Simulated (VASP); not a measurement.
Cr2O3 (Eskolaite):

```xyz
10
Lattice="2.4785 1.4310 4.5308 -2.4785 1.4310 4.5308 0.0000 -2.8619 4.5308" Properties=species:S:1:pos:R:3 pbc="T T T"
Cr    0.0000    0.0000    4.7231
Cr    0.0000    0.0000    2.0731
Cr    0.0000    0.0000    8.8692
Cr    0.0000    0.0000   11.5192
O    -0.9626    1.4310    7.9288
O    -0.7579   -1.5492    7.9288
O     1.7206    0.1182    7.9288
O     0.9626   -1.4310    5.6635
O     0.7579    1.5492    5.6635
O    -1.7206   -0.1182    5.6635
```

* Program: VASP 6.6.1
* Task: relaxation of cell and atoms
* Functional: PBE
* Potentials or basis: VASP PAW PBE potentials, release 64 (Cr_pv, O)
* Cutoff: 600 eV
* k mesh: 9 × 9 × 7
* Occupations: gaussian, width 0.03 eV
* Spin: collinear spin, ferromagnetic start
* Starting moments: [3.0, 3.0, 3.0, 3.0, 0.0, 0.0, 0.0, 0.0, 0.0, 0.0] μB
* Hubbard terms: Cr d U = 3.7 eV

At the start: pressure 15.6 GPa; volume 9.64 Å³/atom.

Question: How do energy, volume and symmetry change on relaxing?

Answer: Over 10 steps the energy falls by 34.5 meV/atom and the volume is 10.29 Å³/atom (+6.8 %); space group R-3c (No. 167, to 0.05 Å); moment 12.00 μB per cell.

The path:
```tsv
step	energy change (eV)	largest force (eV/Å)	pressure (GPa)	volume (Å³)
1	0.0000	0.5854	15.64	96.41
2	-0.0268	0.3820	-12.17	110.15
3	-0.3199	0.2879	-0.41	103.08
4	-0.3200	0.2852	-0.10	102.95
5	-0.3378	0.1067	-0.06	103.01
6	-0.3423	0.0947	0.00	103.07
7	-0.3445	0.0145	-0.14	103.07
8	-0.3448	0.0287	-0.20	103.08
9	-0.3449	0.0069	0.32	102.86
10	-0.3450	0.0081	0.04	102.94
```

Final structure:
```
CELL_PARAMETERS angstrom
2.54433 1.46897 4.59055
-2.54433 1.46897 4.59055
0.00000 -2.93794 4.59055
ATOMIC_POSITIONS crystal
Cr 0.34965 0.34965 0.34965
Cr 0.15035 0.15035 0.15035
Cr 0.65035 0.65035 0.65035
Cr 0.84965 0.84965 0.84965
O 0.55090 0.94910 0.25000
O 0.25000 0.55090 0.94910
O 0.94910 0.25000 0.55090
O 0.44910 0.05090 0.75000
O 0.75000 0.44910 0.05090
O 0.05090 0.75000 0.44910
```

Caveat: only a ferromagnetic start was run, and an antiferromagnetic order may lie lower in energy.
